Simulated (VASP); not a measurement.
OSZICAR of a VASP run on TiC (rock salt):

### OSZICAR
```
       N       E                     dE             d eps       ncg     rms          rms(c)
DAV:   1     0.108964949655E+03    0.10896E+03   -0.77617E+03  3488   0.145E+03
DAV:   2    -0.163239701165E+02   -0.12529E+03   -0.11945E+03  3632   0.360E+02
DAV:   3    -0.247540122971E+02   -0.84300E+01   -0.81934E+01  4500   0.924E+01
DAV:   4    -0.251455253562E+02   -0.39151E+00   -0.39088E+00  4544   0.188E+01
DAV:   5    -0.251603349977E+02   -0.14810E-01   -0.14808E-01  4692   0.315E+00    0.194E+01
RMM:   6    -0.200972526328E+02    0.50631E+01   -0.24929E+01  4226   0.460E+01    0.526E+00
RMM:   7    -0.196955478274E+02    0.40170E+00   -0.22887E+00  4144   0.174E+01    0.457E+00
RMM:   8    -0.197565755510E+02   -0.61028E-01   -0.11270E+00  4438   0.641E+00    0.113E+00
RMM:   9    -0.197888593920E+02   -0.32284E-01   -0.28120E-01  4937   0.355E+00    0.106E+00
RMM:  10    -0.197990159041E+02   -0.10157E-01   -0.11968E-01  5029   0.230E+00    0.725E-01
RMM:  11    -0.197975098354E+02    0.15061E-02   -0.42816E-02  4404   0.186E+00    0.111E-01
RMM:  12    -0.198004075709E+02   -0.28977E-02   -0.32497E-02  5104   0.952E-01    0.819E-02
RMM:  13    -0.198013127046E+02   -0.90513E-03   -0.10394E-02  4741   0.582E-01    0.497E-02
RMM:  14    -0.198018304528E+02   -0.51775E-03   -0.57030E-03  4747   0.432E-01    0.275E-02
RMM:  15    -0.198021065543E+02   -0.27610E-03   -0.30515E-03  4402   0.269E-01    0.340E-02
RMM:  16    -0.198022715809E+02   -0.16503E-03   -0.18224E-03  4043   0.195E-01    0.205E-02
RMM:  17    -0.198023583446E+02   -0.86764E-04   -0.98311E-04  3989   0.154E-01    0.836E-03
RMM:  18    -0.198024261847E+02   -0.67840E-04   -0.75784E-04  3561   0.115E-01    0.853E-03
RMM:  19    -0.198024612772E+02   -0.35093E-04   -0.41282E-04  3482   0.971E-02    0.326E-03
RMM:  20    -0.198024919838E+02   -0.30707E-04   -0.34917E-04  3156   0.773E-02    0.369E-03
RMM:  21    -0.198025084224E+02   -0.16439E-04   -0.19791E-04  3131   0.679E-02    0.128E-03
RMM:  22    -0.198025235657E+02   -0.15143E-04   -0.17666E-04  2963   0.570E-02    0.278E-04
RMM:  23    -0.198025318153E+02   -0.82495E-05   -0.10426E-04  2659   0.497E-02    0.372E-04
RMM:  24    -0.198025395826E+02   -0.77673E-05   -0.94835E-05  2401   0.452E-02
   1 F= -.19802540E+02 E0= -.19802382E+02  d E =-.198025E+02
```

Question: Which electronic solver shows in the log?

Answer: It is blocked Davidson (ALGO = Normal, or the opening steps of other solvers) and then RMM-DIIS (ALGO = Fast or VeryFast). The INCAR had ALGO = Fast.

Question: Can the final energy be trusted as converged?

Answer: Self-consistency was reached. It stopped with EDIFF = 1E-5, NELM = 100, NSW = 20 and EDIFFG = -0.03 after 1 ionic step (PBEsol GGA, plane waves, VASP's PBE PAW potentials (set 64)).

The compound is TiC in the rock salt structure. It was relaxed first.
